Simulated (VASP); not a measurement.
Given:

```
Pd2SrSi2
1.0
   -2.15218     2.15218     5.00017
    2.15218    -2.15218     5.00017
    2.15218     2.15218    -5.00017
Sr Si Pd
1 2 2
Direct
  0.00000   0.00000   0.00000
  0.37361   0.37361   0.00000
  0.62639   0.62639   0.00000
  0.25000   0.75000   0.50000
  0.75000   0.25000   0.50000
```

Level of theory: LDA (Ceperley-Alder, Perdew-Zunger), VASP's LDA PAW potentials (set 64) (plane waves; VASP). Run with 300 eV cut-off, 9×9×9 Γ-centred mesh, Gaussian smearing of 0.20 eV, potentials Sr_sv Si Pd.

At this cut-off the stress carries a Pulay error, which pulls relaxed volumes low.

### Question
Which forces act on the atoms, in eV/Å?

### Answer

| atom | Fx | Fy | Fz |
|---|---|---|---|
| Sr1 | 0.000 | 0.000 | 0.000 |
| Si2 | 0.000 | 0.000 | -0.246 |
| Si3 | 0.000 | 0.000 | 0.246 |
| Pd4 | 0.000 | 0.000 | 0.000 |
| Pd5 | 0.000 | 0.000 | 0.000 |

### Question
Give the stress tensor in GPa (positive for a compressed cell).

### Answer

```
-5.57   0.00   0.00
 0.00  -5.57   0.00
 0.00   0.00  -4.98
```
The pressure is its mean diagonal, -5.37 GPa.

The structure comes from a computed database's Pd2SrSi2 entry; how it stands against other phases isn't given here. The cell was not relaxed at this level.
